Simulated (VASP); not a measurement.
Here is the system:

```xyz
2
Lattice="0.0000 2.1450 2.1450 2.1450 0.0000 2.1450 2.1450 2.1450 0.0000" Properties=species:S:1:pos:R:3 pbc="T T T"
Si     0.0000     0.0000     0.0000
C      1.0725     1.0725     1.0725
```

These are PBE0 hybrid, VASP's PBE PAW potentials (set 64) (plane waves; VASP) values and carry that method's errors. Run with 520 eV cut-off, 8×8×8 Γ-centred mesh, Gaussian smearing of 0.050 eV, potentials Si C.

Give the stress tensor in GPa (positive for a compressed cell).

```
9.69  0.00  0.00
0.00  9.69  0.00
0.00  0.00  9.69
```
The pressure is its mean diagonal, 9.69 GPa.

The compound is SiC in the zinc blende structure. This cell is one point of a volume scan, at 0.94 of the reference volume. The cell's shape comes from a PBE relaxation.
